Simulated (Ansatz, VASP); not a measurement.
# Ni (Ni(111)): VASP beside Ansatz

Wanted: the spread between two codes on one cell, functional and k mesh.

Calculated with Ansatz 0.2.0; plane waves, with VASP 6.6.1 beside it; single point at PBE, single point at LDA and single point at r2SCAN.

## 1. Set-up

The cell holds 7 atoms: 7 Ni. Cell: a = 2.489 Å, b = 2.489 Å, c = 30.194 Å, α = 90.0°, β = 90.0°, γ = 60.0°. Vacuum lies along c.

Structure file:

```xyz
7
Lattice="2.4890 0.0000 0.0000 1.2445 2.1556 0.0000 0.0000 0.0000 30.1936" Properties=species:S:1:pos:R:3
Ni    0.0000    0.0000    9.0000
Ni    1.2445    0.7185   11.0323
Ni    2.4890    1.4370   13.0645
Ni    0.0000    0.0000   15.0968
Ni    1.2445    0.7185   17.1291
Ni    2.4890    1.4370   19.1614
Ni    0.0000    0.0000   21.1936
```

## 2. VASP: single point, PBE

With cell and atoms fixed, the geometry can't cause a difference; cores, projectors, grids and the points listed under the comparison can.

Lines of VASP's logs that name or quote its potential files are left out, and so is its time.

Contents of INCAR:

```
SYSTEM = Ni
PREC = Normal
ENCUT = 350
EDIFF = 1E-06
NELM = 120
ISMEAR = 1
SIGMA = 0.1
LREAL = .FALSE.
ALGO = Normal
GGA = PE
NBANDS = 46
ISPIN = 2
MAGMOM = 1 1 1 1 1 1 1
LMAXMIX = 4
LORBIT = 11
LWAVE = .FALSE.
LCHARG = .FALSE.
KPAR = 4
IDIPOL = 3
LDIPOL = .TRUE.
DIPOL = 0.5 0.5 0.5
LVHAR = .TRUE.
LVACPOTAV = .TRUE.
```

Contents of POSCAR:

```
Ni
1.0
    2.4890158698      0.0000000000      0.0000000000
    1.2445079349      2.1555509736      0.0000000000
    0.0000000000      0.0000000000     30.1936376853
Ni
7
Direct
    0.0000000000      0.0000000000      0.2980760415
    0.3333333333      0.3333333333      0.3653840277
    0.6666666667      0.6666666667      0.4326920138
    0.0000000000      0.0000000000      0.5000000000
    0.3333333333      0.3333333333      0.5673079862
    0.6666666667      0.6666666667      0.6346159723
    0.0000000000      0.0000000000      0.7019239585
```

Contents of KPOINTS:

```
Automatic mesh
0
Gamma
6 6 1
0 0 0
```

The projector-augmented-wave data sets are Ni (PBE family, release 64).

Run with:

```sh
> mpirun -np 4 vasp_std
```

Numbers of over 12 decimals in the logs are rounded to 6 here.

The log of the run:

```text
[banner, memory and clock lines left out]
running    4 mpi-ranks, on    1 nodes
 distrk:  each k-point on    1 cores,    4 groups
 distr:  one band on    1 cores,    1 groups

 POSCAR found type information on POSCAR Ni
 POSCAR found :  1 types and       7 ions
 LDA part: xc-table for (Slater+PW92), standard interpolation
 POSCAR, INCAR and KPOINTS ok, starting setup
 FFT: planning ... GRIDC
 FFT: planning ... GRID_SOFT
 FFT: planning ... GRID
 WAVECAR not read
 entering main loop
       N       E                     dE             d eps       ncg     rms          rms(c)
DAV:   1     0.450365682362E+03    0.45037E+03   -0.25578E+04  1288   0.137E+03
DAV:   2    -0.790556594925E+01   -0.45827E+03   -0.43961E+03  1294   0.330E+02
DAV:   3    -0.433054177978E+02   -0.35400E+02   -0.33021E+02  1360   0.126E+02
DAV:   4    -0.439384976054E+02   -0.63308E+00   -0.62761E+00  1412   0.188E+01
DAV:   5    -0.439564471433E+02   -0.17950E-01   -0.17949E-01  1950   0.194E+00    0.258E+01
DAV:   6    -0.508634757132E+02   -0.69070E+01   -0.11970E+02  1448   0.159E+02    0.442E+01
DAV:   7    -0.536590596815E+02   -0.27956E+01   -0.12084E+02  1536   0.156E+02    0.374E+01
DAV:   8    -0.411916507344E+02    0.12467E+02   -0.17721E+01  1666   0.700E+01    0.225E+01
DAV:   9    -0.400821581847E+02    0.11095E+01   -0.15809E+01  1548   0.863E+01    0.284E+01
DAV:  10    -0.428592914902E+02   -0.27771E+01   -0.28436E+01  1574   0.871E+01    0.339E+01
DAV:  11    -0.362225958119E+02    0.66367E+01   -0.76571E+00  1510   0.566E+01    0.792E+00
DAV:  12    -0.365367973512E+02   -0.31420E+00   -0.27696E+00  1384   0.171E+01    0.419E+00
DAV:  13    -0.365795461547E+02   -0.42749E-01   -0.70941E-01  1484   0.123E+01    0.641E+00
DAV:  14    -0.364662930112E+02    0.11325E+00   -0.22004E-01  1364   0.607E+00    0.523E+00
[...]
DAV:  38    -0.371171025891E+02   -0.39126E-04   -0.24099E-06   880   0.136E-02    0.570E-03
DAV:  39    -0.371171298006E+02   -0.27212E-04   -0.13927E-06   864   0.114E-02    0.658E-03
DAV:  40    -0.371171414933E+02   -0.11693E-04   -0.72660E-07   840   0.950E-03    0.174E-03
DAV:  41    -0.371171496812E+02   -0.81879E-05   -0.70278E-07   846   0.670E-03    0.510E-03
DAV:  42    -0.371171555089E+02   -0.58276E-05   -0.33164E-07   810   0.525E-03    0.287E-03
DAV:  43    -0.371171583950E+02   -0.28862E-05   -0.18419E-07   762   0.279E-03    0.222E-03
DAV:  44    -0.371171598610E+02   -0.14660E-05   -0.89192E-08   778   0.246E-03    0.985E-04
DAV:  45    -0.371171602347E+02   -0.37368E-06   -0.25194E-08   746   0.175E-03
|                                                                             |
|           W    W    AA    RRRRR   N    N  II  N    N   GGGG   !!!           |
|           W    W   A  A   R    R  NN   N  II  NN   N  G    G  !!!           |
|           W    W  A    A  R    R  N N  N  II  N N  N  G       !!!           |
|           W WW W  AAAAAA  RRRRR   N  N N  II  N  N N  G  GGG   !            |
|           WW  WW  A    A  R   R   N   NN  II  N   NN  G    G                |
|           W    W  A    A  R    R  N    N  II  N    N   GGGG   !!!           |
|                                                                             |
|     Did not find any points to average over, which means that no vacuum     |
|     field-free region was found. Please increase the size of  your cell     |
|     in the dimension of the dipole correction to obtain accurate            |
|     workfunction values.                                                    |
|                                                                             |

   1 F= -.37117160E+02 E0= -.37116380E+02  d E =-.234158E-02  mag=     4.7233
```

Parts of OUTCAR (step 2):

```text
ion  position               nearest neighbor table
   1  0.000  0.000  0.298-   2 2.49   2 2.49   2 2.49
   2  0.333  0.333  0.365-   3 2.49   3 2.49   3 2.49   1 2.49   1 2.49   1 2.49
   3  0.667  0.667  0.433-   2 2.49   2 2.49   2 2.49   4 2.49   4 2.49   4 2.49
   4  0.000  0.000  0.500-   3 2.49   5 2.49   3 2.49   5 2.49   3 2.49   5 2.49
   5  0.333  0.333  0.567-   6 2.49   6 2.49   6 2.49   4 2.49   4 2.49   4 2.49
   6  0.667  0.667  0.635-   5 2.49   5 2.49   5 2.49   7 2.49   7 2.49   7 2.49
   7  0.000  0.000  0.702-   6 2.49   6 2.49   6 2.49

  LATTYP: Found a hexagonal cell.
 ALAT       =     2.4890158697
 C/A-ratio  =    12.1307533843

 Subroutine GETGRP returns: Found 12 space group operations
 (whereof 12 operations were pure point group operations)

The static configuration has the point symmetry D_3d.

 Found      7 irreducible k-points:

   k-points           NKPTS =      7   k-points in BZ     NKDIM =      7   number of bands    NBANDS=     46

   dimension x,y,z NGX =    12 NGY =   12 NGZ =  140
   dimension x,y,z NGXF=    24 NGYF=   24 NGZF=  280

   ENCUT  =  350.0 eV  25.72 Ry    5.07 a.u.   3.80  3.80 46.06*2*pi/ulx,y,z

   NELECT =      70.0000    total number of electrons

 k-points in reciprocal lattice and weights: Automatic mesh
   0.00000000  0.00000000  0.00000000       0.028
   0.16666667 -0.00000000  0.00000000       0.167
   0.33333333 -0.00000000  0.00000000       0.167
   0.50000000 -0.00000000  0.00000000       0.083
   0.33333333  0.16666667  0.00000000       0.167
   0.50000000  0.16666667  0.00000000       0.333
  -0.33333333  0.33333333  0.00000000       0.056

 dipolmoment           0.000000      0.000000     -0.000000 electrons x Angstroem

 average (electrostatic) potential at core
       1 -89.4066       2 -89.6388       3 -89.6133       4 -89.5640       5 -89.6133
       6 -89.6388       7 -89.4066

 E-fermi :   1.7379

 spin component 1
 k-point     1 :       0.0000    0.0000    0.0000
  band No.  band energies     occupation
    ...
     38       1.0245      1.00000
     39       1.0245      1.00000
     40       1.1113      1.00000
     41       1.1113      1.00000
     42       1.5376      1.00794
     43       1.8862     -0.02838
     44       6.4520      0.00000
     45       6.6322      0.00000
     46       7.2028      0.00000

 k-point     2 :       0.1667   -0.0000    0.0000
  band No.  band energies     occupation
    ...
     36       0.7989      1.00000
     37       0.9002      1.00000
     38       1.0330      1.00000
     39       1.1351      1.00000
     40       1.3541      1.00000
     41       2.2077     -0.00000
     42       3.3099     -0.00000
     43       4.0434      0.00000
     44       7.2773      0.00000
     45       7.5167      0.00000
    ...

 k-point     3 :       0.3333   -0.0000    0.0000
  band No.  band energies     occupation
    ...
     35       0.9457      1.00000
     36       1.0104      1.00000
     37       1.0615      1.00000
     38       1.1722      1.00000
     39       1.5229      1.00478
     40       2.7072     -0.00000
     41       4.1921      0.00000
     42       5.8634      0.00000
     43       7.3547      0.00000
     44       9.2136      0.00000
    ...

 k-point     4 :       0.5000   -0.0000    0.0000
  band No.  band energies     occupation
    ...
     31       1.2359      1.00000
     32       1.2540      1.00000
     33       1.3049      1.00000
     34       1.3082      1.00000
     35       1.3208      1.00000
     36       2.0149     -0.00032
     37       2.8474     -0.00000
     38       3.5432     -0.00000
     39       4.0129      0.00000
     40       4.2317      0.00000
    ...

 k-point     5 :       0.3333    0.1667    0.0000
  band No.  band energies     occupation
    ...
     35       0.9569      1.00000
     36       1.0015      1.00000
     37       1.0371      1.00000
     38       1.0729      1.00000
     39       1.4989      1.00187
     40       2.4131     -0.00000
     41       3.6931     -0.00000
     42       5.2138      0.00000
     43       6.4472      0.00000
     44       8.7839      0.00000
    ...

 k-point     6 :       0.5000    0.1667    0.0000
  band No.  band energies     occupation
    ...
     31       0.9554      1.00000
     32       1.1130      1.00000
     33       1.1306      1.00000
     34       1.1886      1.00000
     35       1.2658      1.00000
     36       2.7058     -0.00000
     37       2.8936     -0.00000
     38       3.2541     -0.00000
     39       3.9242      0.00000
     40       4.9532      0.00000
    ...

  Total       -2.0973230     -2.0973230     -1.0742934      0.0000000      0.0000000      0.0000000
  in kB      -20.7431405    -20.7431405    -10.6250773      0.0000000      0.0000000      0.0000000
  external PRESSURE =     -17.3704528 kB  Pullay stress =       0.0000000 kB

  energy-cutoff  :      350.00
  volume of cell :      161.99
      direct lattice vectors                 reciprocal lattice vectors
     2.489015870  0.000000000  0.000000000     0.401765217 -0.231959256  0.000000000
     1.244507935  2.155550974  0.000000000     0.000000000  0.463918512  0.000000000
     0.000000000  0.000000000 30.193637685     0.000000000  0.000000000  0.033119560

 POSITION                                       TOTAL-FORCE (eV/Angst)
 -----------------------------------------------------------------------------------
      0.00000      0.00000      9.00000         0.000000      0.000000      0.169188
      1.24451      0.71852     11.03227        -0.000000      0.000000     -0.129237
      2.48902      1.43703     13.06455         0.000000     -0.000000     -0.044116
      0.00000      0.00000     15.09682         0.000000      0.000000      0.000000
      1.24451      0.71852     17.12909        -0.000000     -0.000000      0.044116
      2.48902      1.43703     19.16136         0.000000     -0.000000      0.129237
      0.00000      0.00000     21.19364        -0.000000     -0.000000     -0.169188
 -----------------------------------------------------------------------------------
    total drift:                                0.000000      0.000000      0.000000

  FREE ENERGIE OF THE ION-ELECTRON SYSTEM (eV)
  ---------------------------------------------------
  free  energy   TOTEN  =       -37.1171602347 eV

  energy  without entropy=      -37.1148186554  energy(sigma->0) =      -37.11637971

 vacuum level on the upper side and lower side of the slab         6.827         6.827

 total charge
# of ion       s       p       d       tot
------------------------------------------
    1        0.493   0.380   8.286   9.160
    2        0.492   0.492   8.304   9.288
    3        0.501   0.494   8.302   9.298
    4        0.497   0.494   8.309   9.300
    5        0.501   0.494   8.302   9.298
    6        0.492   0.492   8.304   9.288
    7        0.493   0.380   8.286   9.160
--------------------------------------------------
tot          3.470   3.227  58.095  64.792

 magnetization (x)
# of ion       s       p       d       tot
------------------------------------------
    1       -0.001  -0.022   0.761   0.738
    2       -0.009  -0.030   0.742   0.703
    3       -0.006  -0.027   0.691   0.658
    4       -0.009  -0.031   0.668   0.628
    5       -0.006  -0.027   0.691   0.658
    6       -0.009  -0.030   0.742   0.703
    7       -0.001  -0.022   0.761   0.738
--------------------------------------------------
tot         -0.043  -0.189   5.056   4.825

[... 6 further parts left out ...]
```

The magnetic state follows from one typed start and may not be the lowest.

[end of part 1 of 3]

[Lines on the potential files, build, host, timing and source positions are cut from VASP's logs without a mark.]

[Logs are printed without paths, hosts, clocks, repeated set-up lines and the standing remarks that a program may print on its own settings, such as how far it seeks lower states.]

[Hosts, paths, dates, database ids (printed as entryN), source tags and the programs' standing remarks are cut or masked in the printed files.]
